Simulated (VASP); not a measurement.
Runs of VASP 6.6.1 on HfB. The structure is cubic, space group Fm-3m (No. 225). The conventional cell has a = 4.620 Å, b = 4.620 Å, c = 4.620 Å, α = 90.00°, β = 90.00°, γ = 90.00°. Around Hf (site symmetry m-3m) lie 6 B at 2.31 Å. B (site symmetry m-3m) has 6 Hf at 2.31 Å as nearest neighbours. 

```tsv
level	potentials or basis	gap on the mesh (eV)	pressure (GPa)	relaxed volume (Å³/atom)
revPBE	VASP PAW PBE potentials, release 64 (Hf_pv, B)	none	0.0	(b)
PBEsol	VASP PAW PBE potentials, release 64 (Hf_pv, B)	none	0.0	13.75
LDA	VASP PAW LDA potentials, release 64 (Hf_pv, B)	none	0.0	13.46
RPBE	VASP PAW PBE potentials, release 64 (Hf_pv, B)	none	0.0	14.41
PW91	VASP PAW PBE potentials, release 64 (Hf_pv, B)	none	0.1	14.17
BLYP	VASP PAW PBE potentials, release 64 (Hf_pv, B)	none	0.0	(a)
AM05	VASP PAW PBE potentials, release 64 (Hf_pv, B)	none	0.0	13.69
```

Alike in all rows: task relaxation of cell and atoms; no spin polarisation; cell relaxed; k mesh 10 × 10 × 10; cutoff (eV) 600; smearing fermi-dirac 0.05 eV.

**Question.** Estimate the missing entries.

**Answer.** (a) 14.64; (b) 14.33.

Caveats: the PAW data sets were made with another functional, which shifts forces and pressure a little (some runs); the volume moved by over 15 % at a fixed basis, so the end points are rough (some runs).

A k mesh can miss the band edges, and the runs leave out spin-orbit coupling on Hf.

A gap of «none» marks a metal or a gap under the smearing width.

Runs at the PBE level aren't shown here.
